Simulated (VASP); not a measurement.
The input files of a VASP run:

**KPOINTS**
```
kpoints
0
G
 6 6 4
0 0 0
```

**INCAR**
```
! general
SYSTEM  = GaN
PREC    = Accurate
ENCUT   = 400
LREAL   = F
LASPH   = T   ! aspherical one-centre terms

! electronic loop
EDIFF   = 1E-6   ! SCF stop (eV)
NELM    = 100   ! most electronic steps
ALGO    = Normal
LMAXMIX = 4

! smearing
ISMEAR  = -1
SIGMA   = 0.05

! functional
GGA     = PE   ! PBE

! ions
ISIF    = 2   ! forces and stress, cell fixed

! output
LWAVE   = F
LCHARG  = F
```

File POSCAR:
```
GaN
3.19720
  1.0000000000   0.0000000000   0.0000000000
 -0.5000000000   0.8660252721   0.0000000000
  0.0000000000   0.0000000000   1.6286125360
Ga N
2 2
Cartesian
  0.5000005000   0.2886748020   0.9628357313
 -0.0000005000   0.5773504701   0.1485294633
  0.5000005000   0.2886748020   1.5777998248
 -0.0000005000   0.5773504701   0.7634935569
```

POTCAR, in this order: Ga_d N (PBE.64 set). Program: vasp_std.

Q: Write an equivalent input for Ansatz.

A: One equivalent input (not run):
Ansatz 0.2 input:
```yaml
crystal:
  lattice:
    - [3.1972000, 0.0000000, 0.0000000]
    - [-1.5986000, 2.7688560, 0.0000000]
    - [0.0000000, 0.0000000, 5.2070000]
  atoms:
    - { symbol: Ga, position: [0.6666670, 0.3333330, 0.5912000] }
    - { symbol: Ga, position: [0.3333330, 0.6666670, 0.0912000] }
    - { symbol: N, position: [0.6666670, 0.3333330, 0.9688000] }
    - { symbol: N, position: [0.3333330, 0.6666670, 0.4688000] }
kpoints:
  mp_grid: { grid: [6, 6, 4] }
hamiltonian:
  xc: pbe
  pseudopotentials: { kind: paw }
scf:
  occupations: { method: fermi_dirac, width: 0.05 }
  max_iter: 100
output: { forces: true, stress: true, eigenvalues: true }
```
Limits of the translation: each code has its own PAW files, so the cut-off isn't converted (ENCUT is set for VASP's; basis.ecutwfc is left out, and Ansatz then takes the one that its files recommend); Ansatz stops its SCF on the density residual and VASP on the energy change (EDIFF).

The structure comes from a measured GaN entry (P6_3mc) of the Crystallography Open Database, whose conditions weren't checked. The cell was not relaxed at this level.
